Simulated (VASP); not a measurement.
Write an ASE script for VASP 6.6.1 that does the following.

```
Task                   : single point
Functional             : RPBE
Potentials or basis    : VASP PAW PBE potentials, release 64 (Y_sv_GW, Si_GW, Mg_GW)
Cutoff                 : 550 eV
k mesh                 : 5 × 5 × 5
Occupations            : gaussian, width 0.1 eV
Spin                   : no spin polarisation
Further INCAR settings : ALGO = Normal; EDIFF = 1.00e-07
```

The structure of YMg6Si lies in YMg6Si.cif:

```cif
data_YMg6Si
_cell_length_a 5.08297000
_cell_length_b 6.58066534
_cell_length_c 6.58066534
_cell_angle_alpha 54.85786268
_cell_angle_beta 90.00000000
_cell_angle_gamma 90.00000000
_space_group_name_H-M_alt 'P1'
_space_group_name_Hall 'P 1'
_space_group_IT_number 1
loop_
_space_group_symop_operation_xyz
'x,y,z'
loop_
_atom_site_label
_atom_site_type_symbol
_atom_site_symmetry_multiplicity
_atom_site_Wyckoff_symbol
_atom_site_fract_x
_atom_site_fract_y
_atom_site_fract_z
_atom_site_occupancy
Y1 Y 1 a 0.5000000000 0.1773320000 0.1773320000 1
Si1 Si 1 a 0.5000000000 0.6606560000 0.6606560000 1
Mg1 Mg 1 a 0.0000000000 0.8200270000 0.8200270000 1
Mg2 Mg 1 a 0.0000000000 0.3387210000 0.3387210000 1
Mg3 Mg 1 a 0.0000000000 0.3301270000 0.8239930000 1
Mg4 Mg 1 a 0.0000000000 0.8239930000 0.3301270000 1
Mg5 Mg 1 a 0.5000000000 0.1748240000 0.6743160000 1
Mg6 Mg 1 a 0.5000000000 0.6743160000 0.1748240000 1
```

The cell comes from a database or a generator and needn't be the stable form of this composition.

These files were run (other wordings do the same):

run.py

```python
from ase.calculators.vasp import Vasp
from ase.dft.bandgap import bandgap
from ase.io import read

atoms = read('YMg6Si.cif')
calc = Vasp(
    directory='calc',
    xc='rpbe',
    pp='PBE',
    setups={'base': 'minimal', 'Y': '_sv_GW', 'Si': '_GW', 'Mg': '_GW'},
    prec='Accurate',
    encut=550,
    ediff=1e-07,
    ismear=0,
    sigma=0.1,
    lreal=False,
    lasph=True,
    nelm=100,
    algo='Normal',
    isif=2,
    lwave=False,
    lcharg=False,
    kpts=[5, 5, 5],
    gamma=True,
)
atoms.calc = calc

print('energy (eV):', atoms.get_potential_energy())
print('free energy (eV):', atoms.get_potential_energy(force_consistent=True))
print('forces (eV/A):')
print(atoms.get_forces())
print('stress (eV/A^3, Voigt):', atoms.get_stress())
print('Fermi level (eV):', calc.get_fermi_level())
gap, top, bottom = bandgap(calc)
print('band gap (eV):', gap, 'from (spin, k, band)', top, 'to', bottom)
```

Potentials or basis: VASP PAW PBE potentials, release 64 (Y_sv_GW, Si_GW, Mg_GW).

The run is started by

```console
$ python run.py
```

It gave:

```yaml
Pressure: 1.2 GPa
Largest_force: 0.087 eV/Å
Band_gap_on_the_k_mesh: none (metal or under the smearing width)
```

Caveat: the PAW data sets were made with another functional, which shifts forces and pressure a little.

Wall time 91 s on 1 thread of Intel(R) Xeon(R) 6975P-C (Granite Rapids), with other jobs on the host, peak memory 0.4 GiB.
